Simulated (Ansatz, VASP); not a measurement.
# TiC in two plane-wave programs, part 2 of 2

Aim: how closely do two programs agree when they are given the same cell, functional and k mesh? The cell is taken from a series of runs on this material, whose earlier steps may have relaxed, scaled, displaced or heated it; both programs get it as it stands.

VASP 6.6.1 and Ansatz 0.2.0.

So far: The starting structure; Ansatz: zone-centre phonons, LDA.

### 3. VASP: zone-centre phonons, LDA

Level of this step: LDA; plane waves and PAW (C, Ti_sv) (VASP).

The same cell, functional (in two slightly different forms), mesh and smearing now go to VASP, with its own data sets.

Lines of VASP's logs that name or quote its potential files are left out, and so is its time.

INCAR

```
SYSTEM = TiC
PREC = Accurate
ENCUT = 600
EDIFF = 1E-08
NELM = 120
ISMEAR = 1
SIGMA = 0.2
LREAL = .FALSE.
ALGO = Normal
GGA = CA
NBANDS = 14
LASPH = .TRUE.
LORBIT = 11
LWAVE = .FALSE.
LCHARG = .FALSE.
ISIF = 2
IBRION = 8
GGA_COMPAT = .FALSE.
KPAR = 2
```

POSCAR

```
TiC
1.0
   -0.0281384880      2.1159435991      2.1368354853
    2.1159435991     -0.0281384880      2.1368354853
    2.0878051111      2.0878051111      0.0000000000
C Ti
1 1
Direct
    0.5000000000      0.5000000000      0.5000000000
    0.0000000000      0.0000000000      0.0000000000
```

KPOINTS

```
Automatic mesh
0
Gamma
16 16 16
0 0 0
```

Potentials, in the order of the species: C and Ti_sv (LDA family, release 64).

Launch:

```
> mpirun -np 2 vasp_std
```

Numbers of over 12 decimals in the logs are rounded to 6 here.

Log:

```text
[banner, memory and clock lines left out]
running    2 mpi-ranks, on    1 nodes
 distrk:  each k-point on    1 cores,    2 groups
 distr:  one band on    1 cores,    1 groups

 POSCAR found type information on POSCAR C Ti
 POSCAR found :  2 types and       2 ions
 LDA part: xc-table for (Slater(with rela. corr.)+CA(PZ))
 , standard interpolation
 POSCAR, INCAR and KPOINTS ok, starting setup
 FFT: planning ... GRIDC
 FFT: planning ... GRID_SOFT
 FFT: planning ... GRID
 WAVECAR not read
 entering main loop
       N       E                     dE             d eps       ncg     rms          rms(c)
DAV:   1     0.125708188588E+03    0.12571E+03   -0.89152E+03 17416   0.152E+03
DAV:   2    -0.173039956996E+02   -0.14301E+03   -0.13465E+03 18426   0.372E+02
DAV:   3    -0.255852457057E+02   -0.82813E+01   -0.80899E+01 22968   0.863E+01
DAV:   4    -0.259245394367E+02   -0.33929E+00   -0.33902E+00 21816   0.159E+01
DAV:   5    -0.259324793608E+02   -0.79399E-02   -0.79395E-02 23542   0.212E+00    0.192E+01
DAV:   6    -0.211311750062E+02    0.48013E+01   -0.12903E+01 25092   0.608E+01    0.682E+00
DAV:   7    -0.205675673478E+02    0.56361E+00   -0.22021E+00 20870   0.224E+01    0.546E+00
DAV:   8    -0.205376197288E+02    0.29948E-01   -0.11589E-01 19506   0.399E+00    0.337E+00
DAV:   9    -0.205290768382E+02    0.85429E-02   -0.95008E-02 21366   0.356E+00    0.682E-01
DAV:  10    -0.205284251484E+02    0.65169E-03   -0.99972E-03 24114   0.132E+00    0.616E-01
DAV:  11    -0.205268242754E+02    0.16009E-02   -0.43811E-03 18732   0.101E+00    0.146E-01
DAV:  12    -0.205268189140E+02    0.53614E-05   -0.34669E-04 19560   0.225E-01    0.365E-02
DAV:  13    -0.205268113258E+02    0.75882E-05   -0.14937E-05 24202   0.382E-02    0.776E-03
DAV:  14    -0.205268109713E+02    0.35442E-06   -0.38485E-07 20370   0.534E-03    0.222E-03
DAV:  15    -0.205268109359E+02    0.35409E-07   -0.86378E-08 27564   0.385E-03    0.690E-04
DAV:  16    -0.205268109315E+02    0.44772E-08   -0.13919E-08 15362   0.158E-03
   1 F= -.20526811E+02 E0= -.20526786E+02  d E =-.751518E-04
 Linear response reoptimize wavefunctions to high precision
DAV:   1    -0.205268109315E+02   -0.18872E-10   -0.63005E-10 13376   0.246E-04
 Linear response DOF=           4
 Linear response progress:
  Degree of freedom:   1/  4
       N       E                     dE             d eps       ncg     rms          rms(c)
RMM:   1    -0.127068720868E+00   -0.12707E+00   -0.61706E-02 66434   0.238E+00
RMM:   2    -0.116508383983E+00    0.10560E-01   -0.59485E-03 60868   0.593E-01    0.149E-01
RMM:   3    -0.117136764672E+00   -0.62838E-03   -0.20308E-03 63407   0.251E-01    0.681E-02
RMM:   4    -0.118156097198E+00   -0.10193E-02   -0.75005E-04 64881   0.151E-01    0.147E-02
RMM:   5    -0.118285194461E+00   -0.12910E-03   -0.16188E-04 74023   0.611E-02    0.298E-03
RMM:   6    -0.118273340117E+00    0.11854E-04   -0.22113E-05 73085   0.253E-02    0.153E-03
RMM:   7    -0.118268952587E+00    0.43875E-05   -0.46764E-06 74854   0.120E-02    0.752E-04
RMM:   8    -0.118273460258E+00   -0.45077E-05   -0.99290E-07 73926   0.602E-03    0.365E-04
RMM:   9    -0.118271408142E+00    0.20521E-05   -0.25537E-09 75520   0.327E-03    0.143E-04
RMM:  10    -0.118271284974E+00    0.12317E-06   -0.74113E-07 72314   0.178E-03    0.918E-05
RMM:  11    -0.118271407377E+00   -0.12240E-06   -0.84433E-08 74469   0.994E-04    0.578E-05
RMM:  12    -0.118271403695E+00    0.36811E-08    0.63995E-08 77719   0.529E-04    0.523E-05
 first order change of Fermi-energy   0.45537E-03
 force on displaced ion       1 direction 1 : -11.825   0.727   0.000
 Linear response progress:
  Degree of freedom:   2/  4
       N       E                     dE             d eps       ncg     rms          rms(c)
RMM:   1    -0.125599305645E+00   -0.12560E+00   -0.53285E-02 37727   0.227E+00
RMM:   2    -0.116118564182E+00    0.94807E-02   -0.55370E-03 33876   0.564E-01    0.147E-01
RMM:   3    -0.116738923816E+00   -0.62036E-03   -0.18771E-03 34907   0.241E-01    0.671E-02
RMM:   4    -0.117737375175E+00   -0.99845E-03   -0.73736E-04 35860   0.147E-01    0.144E-02
RMM:   5    -0.117864902304E+00   -0.12753E-03   -0.15132E-04 40859   0.578E-02    0.297E-03
RMM:   6    -0.117847383054E+00    0.17519E-04   -0.20611E-05 40034   0.235E-02    0.138E-03
RMM:   7    -0.117842855949E+00    0.45271E-05   -0.42826E-06 41195   0.110E-02    0.695E-04
RMM:   8    -0.117848274369E+00   -0.54184E-05   -0.93126E-07 40835   0.543E-03    0.329E-04
RMM:   9    -0.117846312652E+00    0.19617E-05   -0.15200E-07 41485   0.296E-03    0.134E-04
RMM:  10    -0.117846231556E+00    0.81097E-07   -0.71949E-07 40494   0.157E-03    0.500E-05
RMM:  11    -0.117846331196E+00   -0.99641E-07   -0.11250E-07 42528   0.828E-04    0.124E-05
RMM:  12    -0.117846290248E+00    0.40948E-07   -0.21585E-07 42637   0.431E-04    0.958E-06
RMM:  13    -0.117846299305E+00   -0.90565E-08   -0.13611E-07 40760   0.247E-04    0.225E-05
RMM:  14    -0.117846297646E+00    0.16588E-08   -0.43542E-08 39866   0.157E-04    0.175E-05
 first order change of Fermi-energy   0.75037E-03
 force on displaced ion       1 direction 3 :   0.000   0.000 -10.724
 Linear response progress:
  Degree of freedom:   3/  4
       N       E                     dE             d eps       ncg     rms          rms(c)
RMM:   1    -0.666604313385E+00   -0.66660E+00    0.89185E+00 30878   0.131E+02
RMM:   2    -0.641046699381E+00    0.25558E-01   -0.23794E-01 52523   0.502E+00    0.230E-01
RMM:   3    -0.640172168663E+00    0.87453E-03   -0.18810E-02 62933   0.119E+00    0.113E-01
RMM:   4    -0.639447294892E+00    0.72487E-03   -0.73854E-03 69088   0.515E-01    0.214E-02
RMM:   5    -0.639982483176E+00   -0.53519E-03   -0.11915E-03 73346   0.207E-01    0.102E-02
RMM:   6    -0.640296733159E+00   -0.31425E-03   -0.31515E-04 73676   0.903E-02    0.740E-03
RMM:   7    -0.640562488531E+00   -0.26576E-03   -0.82097E-05 68282   0.455E-02    0.270E-03
RMM:   8    -0.640744235014E+00   -0.18175E-03   -0.39809E-05 70500   0.256E-02    0.261E-03
RMM:   9    -0.640645994053E+00    0.98241E-04   -0.23032E-05 68930   0.152E-02    0.803E-04
RMM:  10    -0.640669569032E+00   -0.23575E-04   -0.17141E-05 74364   0.883E-03    0.271E-04
RMM:  11    -0.640683807574E+00   -0.14239E-04   -0.13248E-05 74135   0.579E-03    0.671E-05
RMM:  12    -0.640681298258E+00    0.25093E-05   -0.10665E-05 76911   0.401E-03    0.929E-05
RMM:  13    -0.640680477627E+00    0.82063E-06   -0.84111E-06 77059   0.300E-03    0.151E-04
RMM:  14    -0.640682841545E+00   -0.23639E-05   -0.70042E-06 70531   0.239E-03    0.111E-04
[...]
RMM:  18    -0.640685498843E+00   -0.11374E-05   -0.32716E-06 63942   0.120E-03    0.830E-05
RMM:  19    -0.640686357671E+00   -0.85883E-06   -0.26864E-06 63501   0.105E-03    0.537E-05
RMM:  20    -0.640687185045E+00   -0.82737E-06   -0.23032E-06 64478   0.919E-04    0.276E-05
RMM:  21    -0.640687480393E+00   -0.29535E-06   -0.19770E-06 69297   0.788E-04    0.195E-05
RMM:  22    -0.640687513245E+00   -0.32851E-07   -0.16217E-06 74238   0.679E-04    0.212E-05
RMM:  23    -0.640687512231E+00    0.10135E-08   -0.13461E-06 74137   0.595E-04    0.245E-05
RMM:  24    -0.640687675396E+00   -0.16317E-06   -0.11778E-06 66377   0.527E-04    0.283E-05
RMM:  25    -0.640687741150E+00   -0.65754E-07   -0.10158E-06 69106   0.472E-04    0.254E-05
 first order change of Fermi-energy  -0.41096E-03
 force on displaced ion       2 direction 1 : -11.822   0.725   0.000
 Linear response progress:
  Degree of freedom:   4/  4
       N       E                     dE             d eps       ncg     rms          rms(c)
RMM:   1    -0.680966753361E+00   -0.68097E+00    0.75956E+00 17538   0.130E+02
RMM:   2    -0.654971100246E+00    0.25996E-01   -0.23387E-01 29307   0.497E+00    0.230E-01
RMM:   3    -0.654297912927E+00    0.67319E-03   -0.18730E-02 34866   0.118E+00    0.113E-01
RMM:   4    -0.653684603648E+00    0.61331E-03   -0.74860E-03 38441   0.511E-01    0.211E-02
RMM:   5    -0.654282401488E+00   -0.59780E-03   -0.11321E-03 40561   0.201E-01    0.981E-03
RMM:   6    -0.654583747023E+00   -0.30135E-03   -0.30602E-04 40921   0.876E-02    0.736E-03
RMM:   7    -0.654829729446E+00   -0.24598E-03   -0.75589E-05 37985   0.433E-02    0.276E-03
RMM:   8    -0.655040361781E+00   -0.21063E-03   -0.34575E-05 38227   0.250E-02    0.293E-03
RMM:   9    -0.654928672856E+00    0.11169E-03   -0.19330E-05 37794   0.150E-02    0.851E-04
RMM:  10    -0.654954543108E+00   -0.25870E-04   -0.14955E-05 41048   0.857E-03    0.256E-04
RMM:  11    -0.654968250263E+00   -0.13707E-04   -0.12078E-05 41091   0.553E-03    0.744E-05
RMM:  12    -0.654965559783E+00    0.26905E-05   -0.91939E-06 42307   0.384E-03    0.903E-05
RMM:  13    -0.654965445983E+00    0.11380E-06   -0.71716E-06 43420   0.283E-03    0.127E-04
RMM:  14    -0.654966702958E+00   -0.12570E-05   -0.56292E-06 40989   0.224E-03    0.117E-04
RMM:  15    -0.654966394731E+00    0.30823E-06   -0.46274E-06 42629   0.181E-03    0.137E-04
RMM:  16    -0.654967297738E+00   -0.90301E-06   -0.38311E-06 38165   0.152E-03    0.122E-04
 first order change of Fermi-energy  -0.55900E-03
 force on displaced ion       2 direction 3 :   0.000   0.000 -10.770
 Linear response finished
```

OUTCAR, selected parts (step 3):

```text
ion  position               nearest neighbor table
   1  0.500  0.500  0.500-   2 2.12   2 2.12   2 2.12   2 2.12   2 2.14   2 2.14
   2  0.000  0.000  0.000-   1 2.12   1 2.12   1 2.12   1 2.12   1 2.14   1 2.14

  LATTYP: Found a body centered orthorhombic cell.
 ALAT       =     2.9526023037
 B/A-ratio  =     1.0269550906
 C/A-ratio  =     1.4474251968

 Subroutine GETGRP returns: Found  8 space group operations
 (whereof  8 operations were pure point group operations)

The static configuration has the point symmetry D_2h.

 Found    621 irreducible k-points:

   k-points           NKPTS =    621   k-points in BZ     NKDIM =    621   number of bands    NBANDS=     14

   dimension x,y,z NGX =    24 NGY =   24 NGZ =   24
   dimension x,y,z NGXF=    48 NGYF=   48 NGZF=   48

   ENCUT  =  600.0 eV  44.10 Ry    6.64 a.u.   6.01  6.01  5.90*2*pi/ulx,y,z

   NELECT =      16.0000    total number of electrons

 k-points in reciprocal lattice and weights: Automatic mesh
   0.00000000  0.00000000  0.00000000       0.000
   0.06250000 -0.00000000  0.00000000       0.001
   0.12500000 -0.00000000  0.00000000       0.001
   0.18750000 -0.00000000  0.00000000       0.001
   0.25000000 -0.00000000  0.00000000       0.001
   0.31250000 -0.00000000  0.00000000       0.001
   0.37500000 -0.00000000  0.00000000       0.001
   0.43750000 -0.00000000  0.00000000       0.001
   0.50000000 -0.00000000  0.00000000       0.000
[...]
0.25000000  0.25000000  0.50000000       0.000
  -0.25000000  0.25000000  0.50000000       0.000

 average (electrostatic) potential at core
       1 -48.0094       2 -70.2727

  Total        0.6401207      0.6401207      0.0687785      0.5639999      0.0000000      0.0000000
  in kB       53.6092877     53.6092877      5.7601108     47.2342625      0.0000000      0.0000000
  external PRESSURE =      37.6595621 kB  Pullay stress =       0.0000000 kB

  energy-cutoff  :      600.00
  volume of cell :       19.13
      direct lattice vectors                 reciprocal lattice vectors
    -0.028138488  2.115943599  2.136835485    -0.233200027  0.233200027  0.233990873
     2.115943599 -0.028138488  2.136835485     0.233200027 -0.233200027  0.233990873
     2.087805111  2.087805111  0.000000000     0.239485955  0.239485955 -0.233990873

 POSITION                                       TOTAL-FORCE (eV/Angst)
 -----------------------------------------------------------------------------------
      2.08781      2.08781      2.13684         0.000000     -0.000000     -0.000000
      0.00000      0.00000      0.00000         0.000000      0.000000      0.000000
 -----------------------------------------------------------------------------------
    total drift:                                0.000000     -0.000000     -0.000000

 Eigenvectors and eigenvalues of the dynamical matrix
 ----------------------------------------------------

   1 f  =   17.873382 THz   112.301771 2PiTHz  596.191849 cm-1    73.918335 meV
             X         Y         Z           dx          dy          dz
      2.087805  2.087805  2.136835    -0.632266    0.632266    0.000000
      0.000000  0.000000  0.000000     0.316607   -0.316607    0.000000

   2 f  =   16.806898 THz   105.600857 2PiTHz  560.617787 cm-1    69.507716 meV
             X         Y         Z           dx          dy          dz
      2.087805  2.087805  2.136835    -0.632251   -0.632251   -0.000000
      0.000000  0.000000  0.000000     0.316636    0.316636    0.000000

   3 f  =   16.528481 THz   103.851510 2PiTHz  551.330786 cm-1    68.356275 meV
             X         Y         Z           dx          dy          dz
      2.087805  2.087805  2.136835    -0.000000   -0.000000    0.893737
      0.000000  0.000000  0.000000     0.000000    0.000000   -0.448591

   4 f/i=    0.000654 THz     0.004106 2PiTHz    0.021799 cm-1     0.002703 meV
             X         Y         Z           dx          dy          dz
      2.087805  2.087805  2.136835    -0.316636   -0.316636   -0.000000
      0.000000  0.000000  0.000000    -0.632251   -0.632251    0.000000

   5 f/i=    0.001508 THz     0.009474 2PiTHz    0.050294 cm-1     0.006236 meV
             X         Y         Z           dx          dy          dz
      2.087805  2.087805  2.136835     0.316607   -0.316607   -0.000000
      0.000000  0.000000  0.000000     0.632266   -0.632266    0.000000

   6 f/i=    0.014160 THz     0.088968 2PiTHz    0.472319 cm-1     0.058560 meV
             X         Y         Z           dx          dy          dz
      2.087805  2.087805  2.136835     0.000000    0.000000   -0.448591
      0.000000  0.000000  0.000000    -0.000000    0.000000   -0.893737

 ELASTIC MODULI CONTR FROM IONIC RELAXATION (kBar)
 Direction    XX          YY          ZZ          XY          YZ          ZX
 --------------------------------------------------------------------------------
 XX           0.0000      0.0000      0.0000      0.0000      0.0000      0.0000
 YY           0.0000      0.0000      0.0000      0.0000      0.0000      0.0000
 ZZ           0.0000      0.0000      0.0000      0.0000      0.0000      0.0000
 XY           0.0000      0.0000      0.0000      0.0000      0.0000      0.0000
 YZ           0.0000      0.0000      0.0000      0.0000      0.0000      0.0000
 ZX           0.0000      0.0000      0.0000      0.0000      0.0000      0.0000
 --------------------------------------------------------------------------------
```

### 4. Differences

Known differences besides the potentials themselves: the two LDA forms differ slightly; the cutoff is 420 eV in Ansatz and 600 eV in VASP; VASP's log shows a relativistic correction to its local exchange, Ansatz's none. Total energies have different zeros and are not compared.

Compared:

```
             quantity  Ansatz   VASP  difference
optical mode 1 (cm⁻¹)   549.0  551.3     -0.43 %
optical mode 2 (cm⁻¹)   557.0  560.6     -0.64 %
optical mode 3 (cm⁻¹)   592.2  596.2     -0.67 %
```

Modes are paired by rising frequency, not by their patterns, so a pair may set unlike modes beside each other; they are those without the splitting of longitudinal modes.

### 5. Results

```json
{
 "r.m.s. difference of the optical zone-centre modes, each program's sorted by frequency (zone-centre phonons, LDA)": "3.4 cm⁻¹",
 "difference in optical mode 3 (zone-centre phonons, LDA)": "-0.7 %"
}
```

What this shows: The r.m.s. difference of the optical zone-centre modes, each program's sorted by frequency is 3.4 cm⁻¹ (zone-centre phonons, LDA). Among the rows given in per cent, the largest difference of the zone-centre phonons, LDA pair is in optical mode 3, -0.7 %. How closely two codes agree says nothing of how well the functional describes the real material.

[Lines on the potential files, build, host, timing and source positions are cut from VASP's logs without a mark.]

[Logs are printed without paths, hosts, clocks, repeated set-up lines and the standing remarks that a program may print on its own settings, such as how far it seeks lower states.]

[Hosts, paths, dates, database ids (printed as entryN), source tags and the programs' standing remarks are cut or masked in the printed files.]
